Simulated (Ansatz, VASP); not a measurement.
One calculation of Tl3B2, two programs

The input INCAR:

```
SYSTEM = Tl3B2
  ALGO = Fast
  EDIFF = 1E-7
  EDIFFG = -0.01
  ENCUT = 600
  GGA = PE
  IBRION = 2
  ISIF = 3
  ISMEAR = 0
  LASPH = .TRUE.
  LCHARG = .FALSE.
  LREAL = .FALSE.
  LWAVE = .FALSE.
  NELM = 80
  NSW = 100
  PREC = Accurate
  SIGMA = 0.1
```

File KPOINTS:

```
k-points
0
G
  8 8 8
  0 0 0
```

POSCAR

```
Tl3B2
1.0
    4.8687414099      0.0000000000      0.0000000000
    0.0000000000      4.8687414099      0.0000000000
    0.0000000000      0.0000000000      4.8687414099
Tl B
3 2
Direct
    0.0000000000      0.5000000000      0.5000000000
    0.5000000000      0.0000000000      0.5000000000
    0.5000000000      0.5000000000      0.0000000000
    0.5000000000      0.5000000000      0.5000000000
    0.0000000000      0.0000000000      0.0000000000
```

Input for Ansatz:

```yaml
crystal:
  lattice:
    - [4.8687414099, 0.0, 0.0]
    - [0.0, 4.8687414099, 0.0]
    - [0.0, 0.0, 4.8687414099]
  atoms:
    - { symbol: Tl, position: [0.0, 0.5, 0.5] }
    - { symbol: Tl, position: [0.5, 0.0, 0.5] }
    - { symbol: Tl, position: [0.5, 0.5, 0.0] }
    - { symbol: B, position: [0.5, 0.5, 0.5] }
    - { symbol: B, position: [0.0, 0.0, 0.0] }
basis:
  ecutwfc: 420
kpoints:
  mp_grid: { grid: [8, 8, 8] }
hamiltonian:
  xc: pbe
scf:
  occupations: { method: gaussian, width: 0.1 }
output:
  forces: true
  stress: true
  eigenvalues: true
  write_density: true
  write_potential: true
  elf: true
  volumetric_format: npy
relax:
  adjacent_minimum: "off"
  f_tol: 0.01
  max_steps: 80
  cell: { stress_tol: 0.05 }
```

Alike in both runs: task relaxation of cell and atoms; functional PBE; k mesh 8 × 8 × 8; occupations gaussian, width 0.1 eV; no spin polarisation.

|  | VASP | Ansatz |
| --- | --- | --- |
| version | VASP 6.6.1 | Ansatz 0.2.0 |
| potentials or method | VASP PAW PBE potentials, release 64 (Tl_d, B) | scalar-relativistic, plane waves, PAW |
| plane-wave cutoff (eV) | 600 | 420 |
| valence electrons in the cell | 45 | 45 |

Ansatz gave:

```
gap on the k mesh at the Fermi level, each at its own relaxed structure (eV) : none
relaxed volume (Å³/atom)                                                     : 23.59
relaxed cell length with the largest relative difference (Å)                 : 4.904
energy change over the relaxation (meV/atom)                                 : -1
```

Question: What did VASP give for the same quantities?

Answer: gap on the k mesh at the Fermi level, each at its own relaxed structure (eV): none; relaxed volume (Å³/atom): 23.57; relaxed cell length with the largest relative difference (Å): 4.903; energy change over the relaxation (meV/atom): -1.

A gap of «none» marks a metal or a gap that the smearing closes.

The runs have no spin-orbit coupling, so splittings on Tl are missing.
